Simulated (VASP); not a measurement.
Given:

```yaml
crystal:
  lattice:
    - [11.59564, 0.00000, 0.00000]
    - [0.00000, 4.10191, 0.00000]
    - [0.00000, 0.00000, 4.67317]
  atoms:
    - { symbol: Sn, position: [0.61879, 0.75000, 0.37655] }
    - { symbol: Sn, position: [0.38121, 0.25000, 0.62345] }
    - { symbol: Sn, position: [0.88121, 0.25000, 0.87655] }
    - { symbol: Sn, position: [0.11879, 0.75000, 0.12345] }
    - { symbol: Se, position: [0.14855, 0.25000, 0.50918] }
    - { symbol: Se, position: [0.85145, 0.75000, 0.49082] }
    - { symbol: Se, position: [0.35145, 0.75000, 0.00918] }
    - { symbol: Se, position: [0.64855, 0.25000, 0.99082] }
```

Computed with PBE GGA, VASP's PBE PAW potentials (set 64) (plane waves; VASP 6.6.1). Settings: 300 eV cut-off, 1×3×3 Γ-centred mesh, Gaussian smearing of 0.010 eV, potentials Sn_d Se.

At this cut-off the stress carries a Pulay error, which pulls relaxed volumes low.

Give the force on each atom (eV/Å).

| atom | Fx | Fy | Fz |
|---|---|---|---|
| Sn1 | -0.084 | 0.000 | 0.115 |
| Sn2 | 0.084 | 0.000 | -0.115 |
| Sn3 | 0.084 | 0.000 | 0.115 |
| Sn4 | -0.084 | 0.000 | -0.115 |
| Se5 | -0.191 | 0.000 | 0.009 |
| Se6 | 0.191 | 0.000 | -0.009 |
| Se7 | 0.191 | 0.000 | 0.009 |
| Se8 | -0.191 | 0.000 | -0.009 |

Give the stress tensor in GPa (positive for a compressed cell).

```
2.71  0.00  0.00
0.00  3.27  0.00
0.00  0.00  1.11
```
The pressure is its mean diagonal, 2.36 GPa.

The structure comes from a computed database's SnSe entry; how it stands against other phases isn't given here. The cell was not relaxed at this level. The k-mesh is coarse (spacing up to 0.54 per Å, 2π included), so the numbers may not be converged in it.
